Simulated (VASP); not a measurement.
# Lattice vibrations of GaCuSe2

How does the lattice of GaCuSe2 vibrate? The start is a cell from a database of measured crystal structures.

Program: VASP 6.6.1. Level of theory: PBEsol, no spin polarisation; plane waves and PAW (Se, Ga, Cu). Results are calculated unless marked as measured.

### Step 1. Set-up

Symmetry: I-42d, No. 122, tetragonal system. Conventional cell: a = 5.619 Å, b = 5.619 Å, c = 11.026 Å, α = 90.00°, β = 90.00°, γ = 90.00°. Se has 2 Ga at 2.42 Å and 2 Cu at 2.42 Å nearest. Nearest to Ga lie 4 Se at 2.42 Å. Nearest to Cu lie 4 Se at 2.42 Å. Farther neighbours and most contacts between anions are not listed.

As a file:

```
Se Ga Cu
1.0
    -2.80955    2.80955    5.51300
     2.80955   -2.80955    5.51300
     2.80955    2.80955   -5.51300
Se Ga Cu
4 2 2
Direct
  0.12562 0.62500 0.00062
  0.87500 0.87438 0.49938
  0.62438 0.12500 0.99938
  0.37500 0.37562 0.50062
  0.25000 0.75000 0.50000
  0.50000 0.50000 0.00000
  0.75000 0.25000 0.50000
  0.00000 0.00000 0.00000
```

### Step 2. Relax the host

First cell and atoms are relaxed at a raised cutoff, so that later runs start from this functional's own cell.

File INCAR:

```
SYSTEM = GaCuSe2
PREC = Accurate
ENCUT = 390
EDIFF = 1E-06
NELM = 120
ISMEAR = 0
SIGMA = 0.05
LREAL = .FALSE.
ALGO = Normal
GGA = PS
NBANDS = 34
LASPH = .TRUE.
LORBIT = 11
LWAVE = .FALSE.
LCHARG = .FALSE.
KPAR = 4
IBRION = 2
NSW = 40
ISIF = 3
EDIFFG = -0.02
POTIM = 0.4
```

File POSCAR:

```
GaCuSe2
1.0
   -2.8095500000      2.8095500000      5.5130000000
    2.8095500000     -2.8095500000      5.5130000000
    2.8095500000      2.8095500000     -5.5130000000
Se Ga Cu
4 2 2
Direct
    0.1256200000      0.6250000000      0.0006200000
    0.8750000000      0.8743800000      0.4993800000
    0.6243800000      0.1250000000      0.9993800000
    0.3750000000      0.3756200000      0.5006200000
    0.2500000000      0.7500000000      0.5000000000
    0.5000000000      0.5000000000      0.0000000000
    0.7500000000      0.2500000000      0.5000000000
    0.0000000000      0.0000000000      0.0000000000
```

File KPOINTS:

```
Automatic mesh
0
Gamma
5 5 5
0 0 0
```

PAW data sets: Se, Ga and Cu (PBE family, release 64).

On the command line:

```console
$ mpirun -np 4 vasp_std
```

The program printed:

```text
[banner, memory and clock lines left out]
running    4 mpi-ranks, on    1 nodes
 distrk:  each k-point on    1 cores,    4 groups
 distr:  one band on    1 cores,    1 groups

 POSCAR found type information on POSCAR SeGaCu
 POSCAR found :  3 types and       8 ions
|                                                                             |
|               ----> ADVICE to this user running VASP <----                  |
|                                                                             |
|     You enforced a specific xc type in the INCAR file but a different       |
|     [... a line on the potential file left out ...]
|     I HOPE YOU KNOW WHAT YOU ARE DOING!                                     |
|                                                                             |

 LDA part: xc-table for (Slater+PW92), standard interpolation
 POSCAR, INCAR and KPOINTS ok, starting setup
 FFT: planning ... GRIDC
 FFT: planning ... GRID_SOFT
 FFT: planning ... GRID
 WAVECAR not read
 entering main loop
       N       E                     dE             d eps       ncg     rms          rms(c)
DAV:   1     0.379326559337E+03    0.37933E+03   -0.17699E+04  1224   0.122E+03
DAV:   2     0.109927531523E+02   -0.36833E+03   -0.35346E+03  1248   0.304E+02
DAV:   3    -0.336979385240E+02   -0.44691E+02   -0.43650E+02  1672   0.124E+02
DAV:   4    -0.361278022953E+02   -0.24299E+01   -0.24084E+01  1606   0.286E+01
DAV:   5    -0.362385937567E+02   -0.11079E+00   -0.11068E+00  1736   0.575E+00    0.131E+01
DAV:   6    -0.366114769186E+02   -0.37288E+00   -0.37008E+01  1676   0.113E+02    0.991E+00
DAV:   7    -0.343119961853E+02    0.22995E+01   -0.87854E+00  1468   0.882E+01    0.426E+00
DAV:   8    -0.345506644820E+02   -0.23867E+00   -0.47493E+00  1998   0.344E+01    0.359E+00
DAV:   9    -0.343649202351E+02    0.18574E+00   -0.12198E+00  1754   0.234E+01    0.455E-01
DAV:  10    -0.343699985676E+02   -0.50783E-02   -0.65085E-02  1900   0.480E+00    0.355E-01
DAV:  11    -0.343696027276E+02    0.39584E-03   -0.25668E-02  1916   0.364E+00    0.183E-01
DAV:  12    -0.343689981463E+02    0.60458E-03   -0.45245E-03  1926   0.148E+00    0.302E-02
DAV:  13    -0.343690039102E+02   -0.57638E-05   -0.24232E-04  1998   0.109E-01    0.158E-02
DAV:  14    -0.343690033535E+02    0.55662E-06   -0.33974E-05  2064   0.112E-01    0.551E-03
DAV:  15    -0.343690044737E+02   -0.11201E-05   -0.59143E-06  1620   0.243E-02    0.277E-03
DAV:  16    -0.343690045314E+02   -0.57752E-07   -0.46939E-07   788   0.715E-03
   1 F= -.34369005E+02 E0= -.34369000E+02  d E =-.343690E+02
 curvature:   0.00 expect dE= 0.000E+00 dE for cont linesearch  0.000E+00
 trial: gam= 0.00000 g(F)=  0.378E-01 g(S)=  0.989E-03 ort = 0.000E+00 (trialstep = 0.100E+01)
 search vector abs. value=  0.388E-01
 bond charge predicted
       N       E                     dE             d eps       ncg     rms          rms(c)
DAV:   1    -0.344043755412E+02   -0.35371E-01   -0.13510E+00  1660   0.741E+00    0.961E-01
DAV:   2    -0.344086831429E+02   -0.43076E-02   -0.23128E-01  1780   0.914E+00    0.525E-01
DAV:   3    -0.344013271206E+02    0.73560E-02   -0.50004E-02  1730   0.561E+00    0.187E-01
DAV:   4    -0.344011075947E+02    0.21953E-03   -0.33121E-03  1460   0.263E-01    0.140E-01
DAV:   5    -0.344009575148E+02    0.15008E-03   -0.10434E-03  1622   0.754E-01    0.446E-02
DAV:   6    -0.344009075199E+02    0.49995E-04   -0.21344E-04  1948   0.296E-01    0.128E-02
DAV:   7    -0.344009076907E+02   -0.17073E-06   -0.30846E-05  1876   0.471E-02    0.915E-03
DAV:   8    -0.344009075107E+02    0.17999E-06   -0.13848E-06   820   0.241E-02
   2 F= -.34400908E+02 E0= -.34400895E+02  d E =-.319030E-01
[...]
3 F= -.34422988E+02 E0= -.34422938E+02  d E =-.539835E-01
[...]
4 F= -.34423002E+02 E0= -.34422953E+02  d E =-.539970E-01
[...]
5 F= -.34423792E+02 E0= -.34423735E+02  d E =-.790482E-03
[...]
6 F= -.34424051E+02 E0= -.34423987E+02  d E =-.104922E-02
[...]
7 F= -.34424079E+02 E0= -.34424012E+02  d E =-.107733E-02
 curvature:  -1.23 expect dE=-0.985E-03 dE for cont linesearch -0.293E-05
 trial: gam= 1.20874 g(F)=  0.189E-05 g(S)=  0.798E-03 ort =-0.412E-04 (trialstep = 0.670E+00)
 search vector abs. value=  0.174E-02
 bond charge predicted
       N       E                     dE             d eps       ncg     rms          rms(c)
DAV:   1    -0.344254259390E+02   -0.13466E-02   -0.36052E-02  1838   0.182E+00    0.249E-01
DAV:   2    -0.344249955253E+02    0.43041E-03   -0.80333E-03  1598   0.212E+00    0.152E-01
DAV:   3    -0.344245443199E+02    0.45121E-03   -0.23873E-03  1566   0.132E+00    0.809E-02
DAV:   4    -0.344244487234E+02    0.95596E-04   -0.34246E-04  1920   0.179E-01    0.217E-02
DAV:   5    -0.344244406836E+02    0.80399E-05   -0.44346E-05  1834   0.151E-01    0.900E-03
DAV:   6    -0.344244411391E+02   -0.45554E-06   -0.15693E-05  1316   0.191E-02    0.292E-03
DAV:   7    -0.344244409222E+02    0.21693E-06   -0.62302E-07   682   0.822E-03
   8 F= -.34424441E+02 E0= -.34424382E+02  d E =-.362034E-03
 trial-energy change:   -0.000362  1 .order   -0.000379   -0.000503   -0.000256
 step:   1.3662(harm=  1.3662)  dis= 0.00042  next Energy=   -34.424591 (dE=-0.512E-03)
 reached required accuracy - stopping structural energy minimisation
```

Run time: 4.9 min. Hardware: 4 MPI ranks of Intel Xeon Platinum 8488C (Sapphire Rapids), shared host; peak memory 1.5 GiB.

Lines that name or quote the potential files are left out of all logs, and their timing lines are given in words.

From OUTCAR (step 2):

```text
ion  position               nearest neighbor table
   1  0.126  0.625  0.001-   6 2.42   5 2.42   8 2.42   7 2.42
   2  0.875  0.874  0.499-   6 2.42   5 2.42   8 2.42   7 2.42
   3  0.624  0.125  0.999-   5 2.42   6 2.42   7 2.42   8 2.42
   4  0.375  0.376  0.501-   5 2.42   6 2.42   7 2.42   8 2.42
   5  0.250  0.750  0.500-   3 2.42   4 2.42   1 2.42   2 2.42
   6  0.500  0.500  0.000-   1 2.42   2 2.42   4 2.42   3 2.42
   7  0.750  0.250  0.500-   2 2.42   4 2.42   3 2.42   1 2.42
   8  0.000  0.000  0.000-   1 2.42   3 2.42   2 2.42   4 2.42

  LATTYP: Found a body centered tetragonal cell.
 ALAT       =     5.6191000000
 C/A-ratio  =     1.9622359453

 Subroutine GETGRP returns: Found  8 space group operations
 (whereof  4 operations were pure point group operations)

The static configuration has the point symmetry S_4 .
 The point group associated with its full space group is D_2d.

 Found     18 irreducible k-points:

   k-points           NKPTS =     18   k-points in BZ     NKDIM =     18   number of bands    NBANDS=     34

   dimension x,y,z NGX =    48 NGY =   48 NGZ =   48
   dimension x,y,z NGXF=    96 NGYF=   96 NGZF=   96

   ENCUT  =  390.0 eV  28.66 Ry    5.35 a.u.  10.94 10.94 10.94*2*pi/ulx,y,z

   NELECT =      52.0000    total number of electrons

 k-points in reciprocal lattice and weights: Automatic mesh
   0.00000000  0.00000000  0.00000000       0.008
   0.20000000 -0.00000000  0.00000000       0.064
   0.40000000 -0.00000000  0.00000000       0.064
   0.20000000  0.20000000  0.00000000       0.064
   0.40000000  0.20000000  0.00000000       0.128
  -0.40000000  0.20000000  0.00000000       0.128
  -0.20000000  0.20000000  0.00000000       0.032
   0.40000000  0.40000000  0.00000000       0.064
  -0.40000000  0.40000000  0.00000000       0.032
[...]
-0.40000000  0.40000000  0.40000000       0.032
  -0.40000000 -0.40000000  0.40000000       0.016

 average (electrostatic) potential at core
       1 -55.1840       2 -55.1840       3 -55.1840       4 -55.1840       5 -14.4140
       6 -14.4140       7 -66.9848       8 -66.9848

 E-fermi :   3.4357

 k-point     1 :       0.0000    0.0000    0.0000
  band No.  band energies     occupation
    ...
     22       1.5617      2.00000
     23       1.6634      2.00000
     24       3.2811      1.99999
     25       3.2811      1.99999
     26       3.3776      1.89949
     27       3.4937      0.10053
     28       5.1453      0.00000
     29       5.4438      0.00000
     30       7.2683      0.00000
     31       7.2683      0.00000
    ...

 k-point     2 :       0.2000   -0.0000    0.0000
  band No.  band energies     occupation
    ...
     22       1.7191      2.00000
     23       1.7536      2.00000
     24       2.3257      2.00000
     25       2.9153      2.00000
     26       3.1926      2.00000
     27       4.6792      0.00000
     28       5.7016      0.00000
     29       5.8199      0.00000
     30       6.6523      0.00000
     31       6.9105      0.00000
    ...

 k-point     3 :       0.4000   -0.0000    0.0000
  band No.  band energies     occupation
    ...
     22       1.7864      2.00000
     23       1.9172      2.00000
     24       2.1133      2.00000
     25       2.2798      2.00000
     26       2.8489      2.00000
     27       5.3808      0.00000
     28       5.7816      0.00000
     29       6.5153      0.00000
     30       7.0162      0.00000
     31       7.3285      0.00000
    ...

  Total       -0.1378864     -0.1378864     -0.0275412      0.0000000      0.0000000      0.0000000
  in kB       -1.2771126     -1.2771126     -0.2550887      0.0000000      0.0000000      0.0000000
  external PRESSURE =      -0.9364380 kB  Pullay stress =       0.0000000 kB

  energy-cutoff  :      390.00
  volume of cell :      172.98
      direct lattice vectors                 reciprocal lattice vectors
    -2.793411726  2.793411726  5.542082361     0.000000000  0.178992590  0.090218796
     2.793411726 -2.793411726  5.542082361     0.178992590  0.000000000  0.090218796
     2.793411726  2.793411726 -5.542082361     0.178992590  0.178992590  0.000000000

 POSITION                                       TOTAL-FORCE (eV/Angst)
 -----------------------------------------------------------------------------------
      4.19012      1.34665     -1.38552         0.000000      0.002873     -0.000000
      1.44676      1.39671      6.92760        -0.002873      0.000000     -0.000000
     -1.39671      1.44676      4.15656         0.000000     -0.002873     -0.000000
      1.34665      1.39671      1.38552         0.002873      0.000000     -0.000000
      2.79341      0.00000      2.77104         0.000000      0.000000     -0.000000
      0.00000      0.00000      5.54208         0.000000      0.000000     -0.000000
      0.00000      2.79341      2.77104         0.000000      0.000000     -0.000000
      0.00000      0.00000     -0.00000         0.000000      0.000000      0.000000
 -----------------------------------------------------------------------------------
    total drift:                                0.000001      0.000001     -0.000002

  FREE ENERGIE OF THE ION-ELECTRON SYSTEM (eV)
  ---------------------------------------------------
  free  energy   TOTEN  =       -34.4244409222 eV

  energy  without entropy=      -34.4243237239  energy(sigma->0) =      -34.42438232

 reached required accuracy - stopping structural energy minimisation

 total charge
# of ion       s       p       d       tot
------------------------------------------
    1        1.447   2.376   0.050   3.874
    2        1.447   2.376   0.050   3.874
    3        1.447   2.376   0.050   3.874
    4        1.447   2.376   0.050   3.874
    5        1.084   1.093   0.166   2.343
    6        1.084   1.093   0.166   2.343
    7        0.386   0.370   9.263  10.019
    8        0.386   0.370   9.263  10.019
--------------------------------------------------
tot          8.729  12.430  19.059  40.217

[... 3 further parts left out ...]
```

This run has no spin polarisation, so a moment on Cu, if there is one, isn't seen. The gap is read on the k-mesh alone, so it is an upper bound where the band edges lie off the mesh. The PAW data sets were made with PBE, which is usual practice but a small mismatch for other functionals. The data set Ga keeps the semicore shell frozen, which is cheaper and a little less accurate. The run keeps the 8 symmetry operations of its start, so it cannot find a distortion of lower symmetry.

Relaxation path:

```csv
step,energy less that of the first step (eV),largest force (eV/Å),pressure (GPa),volume (Å³)
1,0.0000,0.4951,-0.22,174.07
2,-0.0319,0.3183,-0.12,173.48
3,-0.0540,0.0069,0.13,172.41
4,-0.0540,0.0029,0.10,172.44
5,-0.0548,0.0005,0.00,172.78
6,-0.0550,0.0036,-0.12,173.03
7,-0.0551,0.0035,-0.20,173.14
8,-0.0554,0.0029,-0.09,172.98
```

| conventional cell, symmetrised | before | after | change |
| --- | --- | --- | --- |
| a (Å) | 5.619 | 5.587 | -0.6 % |
| b (Å) | 5.619 | 5.587 | -0.6 % |
| c (Å) | 11.026 | 11.084 | +0.5 % |
| volume (Å³/atom) | 21.76 | 21.62 | -0.6 % |

The atoms that moved most (Å, as changes of fractional coordinates times the final cell):

| atom | dx | dy | dz | length |
| --- | --- | --- | --- | --- |
| Se1 | 0.000 | -0.054 | 0.000 | 0.054 |
| Se2 | 0.054 | 0.000 | 0.000 | 0.054 |
| Se3 | 0.000 | 0.054 | 0.000 | 0.054 |
| Se4 | -0.054 | 0.000 | 0.000 | 0.054 |

Final coordinates:

```
Se Ga Cu
1.0
    -2.79341    2.79341    5.54208
     2.79341   -2.79341    5.54208
     2.79341    2.79341   -5.54208
Se Ga Cu
4 2 2
Direct
  0.11604 0.62500 0.99104
  0.87500 0.88396 0.50896
  0.63396 0.12500 0.00896
  0.37500 0.36604 0.49104
  0.25000 0.75000 0.50000
  0.50000 0.50000 0.00000
  0.75000 0.25000 0.50000
  0.00000 0.00000 0.00000
```

This step gave:

```yaml
electronic_cycles: 68
electrons: 52
free_energy_toten: -34.42 eV
energy_at_zero_smearing: -34.42 eV
fermi_energy: 3.436 eV
pressure: -0.09364 GPa
labelled_metallic_from_the_levels_on_this_mesh: no
gap_on_the_k_mesh: 0.1161 eV
least_direct_gap_on_the_k_mesh: 0.1161 eV
```

The run ended after 8 ionic steps, 0.055 eV below its first step, once forces and stress met EDIFFG = -0.02.

(Part 1 of 2 ends here.)

[Lines on the potential files, build, host, timing and source positions are cut from VASP's logs without a mark.]

[Logs are printed without paths, hosts, clocks, repeated set-up lines and the standing remarks that a program may print on its own settings, such as how far it seeks lower states.]

[Hosts, paths, dates, database ids (printed as entryN), source tags and the programs' standing remarks are cut or masked in the printed files.]

[Runs that stopped without an error message from VASP are left out.]
